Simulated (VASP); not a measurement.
Output of a VASP run:

File OSZICAR:
```
       N       E                     dE             d eps       ncg     rms          rms(c)
DAV:   1     0.656774674037E+02    0.65677E+02   -0.10108E+04  2696   0.111E+03
DAV:   2    -0.527132843733E+02   -0.11839E+03   -0.11635E+03  2748   0.298E+02
DAV:   3    -0.552763851193E+02   -0.25631E+01   -0.25426E+01  2892   0.453E+01
DAV:   4    -0.553087555471E+02   -0.32370E-01   -0.32332E-01  3120   0.485E+00
DAV:   5    -0.553095297681E+02   -0.77422E-03   -0.77411E-03  3032   0.602E-01    0.118E+01
DAV:   6    -0.499261212248E+02    0.53834E+01   -0.30548E+00  2412   0.206E+01    0.488E+00
DAV:   7    -0.498146012240E+02    0.11152E+00   -0.65646E-01  2496   0.919E+00    0.376E+00
DAV:   8    -0.499428402805E+02   -0.12824E+00   -0.83157E-02  2478   0.264E+00    0.153E+00
DAV:   9    -0.499497556460E+02   -0.69154E-02   -0.80007E-02  2676   0.298E+00    0.280E-01
DAV:  10    -0.499518348779E+02   -0.20792E-02   -0.40730E-03  2748   0.593E-01    0.289E-01
DAV:  11    -0.499499804123E+02    0.18545E-02   -0.28674E-03  2592   0.432E-01    0.159E-01
DAV:  12    -0.499519006456E+02   -0.19202E-02   -0.34353E-03  2478   0.614E-01    0.531E-02
DAV:  13    -0.499519552051E+02   -0.54560E-04   -0.13690E-04  2670   0.124E-01    0.412E-02
DAV:  14    -0.499519640878E+02   -0.88827E-05   -0.29928E-05  2802   0.633E-02    0.347E-02
DAV:  15    -0.499519594468E+02    0.46410E-05   -0.18659E-05  2430   0.524E-02    0.120E-02
DAV:  16    -0.499519466248E+02    0.12822E-04   -0.79939E-06  2496   0.349E-02    0.161E-02
DAV:  17    -0.499519533416E+02   -0.67168E-05   -0.10374E-06  2580   0.108E-02    0.980E-03
DAV:  18    -0.499519532427E+02    0.98873E-07   -0.90190E-08  1926   0.292E-03
   1 F= -.49951953E+02 E0= -.49951953E+02  d E =0.000000E+00
       N       E                     dE             ncg
```

OUTCAR:
```
------------------------ aborting loop because EDIFF is reached ----------------------------------------
  FORCE on cell =-STRESS in cart. coord.  units (eV):
  Direction    XX          YY          ZZ          XY          YZ          ZX
  --------------------------------------------------------------------------------------
  Total        0.0127861      0.0127861      0.0127861      0.0000000     -0.0000000     -0.0000000
  in kB        0.5153864      0.5153864      0.5153864      0.0000000     -0.0000000     -0.0000000
  external PRESSURE =       0.5153864 kB  Pullay stress =       0.0000000 kB
  volume of cell :       39.75
      direct lattice vectors                 reciprocal lattice vectors
     0.000000000  2.708703772  2.708703772    -0.184590137  0.184590137  0.184590137
     2.708703772  0.000000000  2.708703772     0.184590137 -0.184590137  0.184590137
     2.708703772  2.708703772  0.000000000     0.184590137  0.184590137 -0.184590137
 POSITION                                       TOTAL-FORCE (eV/Angst)
 -----------------------------------------------------------------------------------
      0.00000      0.00000      0.00000        -0.000000      0.000000     -0.000000
      2.70870      2.70870      2.70870         0.000000     -0.000000      0.000000
 -----------------------------------------------------------------------------------
    total drift:                               -0.000000      0.000000      0.000000
  FREE ENERGIE OF THE ION-ELECTRON SYSTEM (eV)
  ---------------------------------------------------
  free  energy   TOTEN  =       -49.9519532427 eV

  energy  without entropy=      -49.9519532427  energy(sigma->0) =      -49.95195324

 total charge

# of ion       s       p       d       tot
------------------------------------------
    1        0.278   6.140   6.273  12.691
    2        1.346   1.990   0.107   3.443
--------------------------------------------------
tot          1.625   8.131   6.379  16.135
```
(Selected blocks of OUTCAR.)

POSCAR:
```
RuTe
1
   -0.0000000000     2.7087037717     2.7087037717
    2.7087037717     0.0000000000     2.7087037717
    2.7087037717     2.7087037717    -0.0000000000
Ru Te
1 1
Direct
  0.0000000000   0.0000000000   0.0000000000
  0.5000000000   0.5000000000   0.5000000000
```

Task: Reconstruct the remaining input files.

Result: Several could match; the one computed here: the input of the run itself, r2SCAN meta-GGA, plane waves, VASP's PBE PAW potentials (set 64).

File KPOINTS_OPT:
```
k-points along high-symmetry lines
10
Line-mode
Reciprocal
  0.000000   0.000000   0.000000 ! GAMMA
  0.500000   0.000000   0.500000 ! X

  0.500000   0.000000   0.500000 ! X
  0.625000   0.250000   0.625000 ! U

  0.375000   0.375000   0.750000 ! K
  0.000000   0.000000   0.000000 ! GAMMA

  0.000000   0.000000   0.000000 ! GAMMA
  0.500000   0.500000   0.500000 ! L

  0.500000   0.500000   0.500000 ! L
  0.500000   0.250000   0.750000 ! W

  0.500000   0.250000   0.750000 ! W
  0.500000   0.000000   0.500000 ! X
```

### INCAR
```
SYSTEM = RuTe
PREC = Accurate
ENCUT = 400
EDIFF = 1E-7
NELM = 100
ALGO = Normal
LREAL = .FALSE.
LASPH = .TRUE.
ISMEAR = -5
METAGGA = R2SCAN
LMIXTAU = .TRUE.
LMAXMIX = 4
LWAVE = .FALSE.
LCHARG = .FALSE.
LORBIT = 11
NEDOS = 601
ISIF = 2
```

### KPOINTS
```
Automatic mesh
0
Gamma
13 13 13
0 0 0
```

POTCAR, in this order: Ru_pv Te (PBE.64 set). Program: vasp_std.

For a metal the tetrahedron method with Blöchl corrections gives inexact stress and forces.

The structure was generated: RuTe was put into the rock salt type (Fm-3m), which need not be its known phase. It was relaxed first, which changed the volume by -31 %.
